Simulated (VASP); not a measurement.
The input files of a VASP run:

### KPOINTS
```
kpoints
0
gamma
 5 5 7
```

File POSCAR:
```
MnF2
1.0
  4.7592464432   0.0000000000   0.0000000000
  0.0000000000   4.7592464432   0.0000000000
  0.0000000000   0.0000000000   3.2425197932
Mn F
2 4
direct
  0.0000000000   0.0000000000   0.0000000000
  0.5000000000   0.5000000000   0.5000000000
  0.3024080760   0.3024080760   0.0000000000
  0.8024080760   0.1975919240   0.5000000000
  0.1975919240   0.8024080760   0.5000000000
  0.6975919240   0.6975919240   0.0000000000
```

INCAR:
```
SYSTEM = MnF2
PREC = Accurate; ENCUT = 620; LREAL = .False.
LASPH = .True.
EDIFF = 1E-6; NELM = 100; ALGO = Normal
LMAXMIX = 4
ISMEAR = 0; SIGMA = 0.05
GGA = PS
MAGMOM = 4.5 -4.5 -0.0 2*0.0 -0.0
ISPIN = 2
IBRION = 2; NSW = 40; ISIF = 3
EDIFFG = -0.02; PSTRESS = 50
LWAVE = .False.; LCHARG = .False.; LORBIT = 10
```

POTCAR, in this order: Mn_pv F (PBE.64 set). Program: vasp_std.

Write an equivalent input for Quantum ESPRESSO's pw.x.

One equivalent input (not run):
```
&CONTROL
  calculation = 'vc-relax'
  pseudo_dir = './pseudo'
  outdir = './out'
  tprnfor = .true.
  tstress = .true.
  nstep = 40
  forc_conv_thr = 0.00078
/
&SYSTEM
  ibrav = 0
  nat = 6
  ntyp = 3
  ecutwfc = 96
  occupations = 'smearing'
  smearing = 'gaussian'
  degauss = 0.003675
  input_dft = 'pbesol'
  nspin = 2
  starting_magnetization(1) = 0.45
  starting_magnetization(2) = -0.45
/
&ELECTRONS
  conv_thr = 7.3e-08
  electron_maxstep = 100
/
&IONS
/
&CELL
  press = 50
/
ATOMIC_SPECIES
  Mn1 54.938 Mn.upf
  Mn2 54.938 Mn.upf
  F 18.998 F.upf
CELL_PARAMETERS angstrom
     4.7592464    0.0000000    0.0000000
     0.0000000    4.7592464    0.0000000
     0.0000000    0.0000000    3.2425198
ATOMIC_POSITIONS crystal
  Mn1  0.0000000  0.0000000  0.0000000
  Mn2  0.5000000  0.5000000  0.5000000
  F    0.3024081  0.3024081  0.0000000
  F    0.8024081  0.1975919  0.5000000
  F    0.1975919  0.8024081  0.5000000
  F    0.6975919  0.6975919  0.0000000
K_POINTS automatic
  5 5 7 0 0 0
```
The two are equivalent in intent, not identical: the potentials are each code's own (VASP's PAW set, PseudoDojo norm-conserving files in pw.x), so ENCUT and ecutwfc are chosen apart and not converted; conv_thr bounds pw.x's estimated SCF error, while EDIFF bounds the energy change between steps; starting_magnetization is a fraction of the valence charge and MAGMOM a moment in μB, so they match only roughly; forc_conv_thr acts on force components and is met together with etot_conv_thr.

The compound is MnF2 in the rutile structure. It was relaxed first under an external pressure of 5 GPa.
